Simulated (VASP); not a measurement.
Consider the following.

```yaml
crystal:
  lattice:
    - [2.21719, 0.00000, 0.00000]
    - [-1.10860, 1.92014, 0.00000]
    - [0.00000, 0.00000, 3.59982]
  atoms:
    - { symbol: C, position: [0.33333, 0.66667, 0.25000] }
    - { symbol: C, position: [0.66667, 0.33333, 0.75000] }
```

The numbers are results of PBE GGA, VASP's PBE PAW potentials (set 64) (plane waves; VASP), not measurements. Numerical set-up: 400 eV cut-off, 17×17×9 Γ-centred mesh, Gaussian smearing of 0.050 eV, potentials C.

At this cut-off the stress carries a Pulay error, which pulls relaxed volumes low.

### Question
Give the stress tensor in GPa (positive for a compressed cell).

### Answer

```
-16.87    0.00    0.00
  0.00  -16.87    0.00
  0.00    0.00  -12.52
```
The pressure is its mean diagonal, -15.42 GPa.

The structure was generated: C was put into an ordered model structure, which need not be its known phase. The cell was not relaxed at this level.
